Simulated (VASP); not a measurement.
An input for Quantum ESPRESSO's pw.x (written as the equivalent of a VASP run, and not itself run):

```
&CONTROL
  calculation = 'vc-relax'
  pseudo_dir = './pseudo'
  outdir = './out'
  tprnfor = .true.
  tstress = .true.
  nstep = 60
  forc_conv_thr = 0.00039
/
&SYSTEM
  ibrav = 0
  nat = 2
  ntyp = 1
  ecutwfc = 102
  occupations = 'smearing'
  smearing = 'methfessel-paxton'
  degauss = 0.00735
  input_dft = 'pw91'
/
&ELECTRONS
  conv_thr = 7.3e-08
  electron_maxstep = 100
/
&IONS
/
&CELL
/
ATOMIC_SPECIES
  Cd 112.414 Cd.upf
CELL_PARAMETERS angstrom
     1.4900000   -2.5807560    0.0000000
     1.4900000    2.5807560    0.0000000
     0.0000000    0.0000000    5.6200000
ATOMIC_POSITIONS crystal
  Cd   0.3333330  0.6666670  0.2500000
  Cd   0.6666670  0.3333330  0.7500000
K_POINTS automatic
  13 13 6 0 0 0
```

Write the VASP files for the same calculation (PW91).

This is not unique; one that fits is 
POSCAR:
```
Cd
1
    1.4900000000    -2.5807560000     0.0000000000
    1.4900000000     2.5807560000     0.0000000000
    0.0000000000     0.0000000000     5.6200000000
Cd
2
Direct
  0.3333330000   0.6666670000   0.2500000000
  0.6666670000   0.3333330000   0.7500000000
```

INCAR:
```
SYSTEM = Cd
PREC = Accurate
ENCUT = 520
EDIFF = 1E-6
NELM = 100
ALGO = Normal
LREAL = .FALSE.
LASPH = .TRUE.
ISMEAR = 1
SIGMA = 0.1
GGA = 91
LMAXMIX = 4
LWAVE = .FALSE.
LCHARG = .FALSE.
IBRION = 2
ISIF = 3
NSW = 60
EDIFFG = -0.01
```

**KPOINTS**
```
kpoints
0
G
  13 13 6
0 0 0
```

POTCAR, in this order: Cd (PBE.64 set). Program: vasp_std.

Limits of the translation: the potentials are each code's own (VASP's PAW set, PseudoDojo norm-conserving files in pw.x), so ENCUT and ecutwfc are chosen apart and not converted; conv_thr bounds pw.x's estimated SCF error, while EDIFF bounds the energy change between steps; forc_conv_thr acts on force components and is met together with etot_conv_thr.

The compound is Cd in the hcp structure. This run relaxes it. Symmetry was kept, so distortions that lower it aren't found.
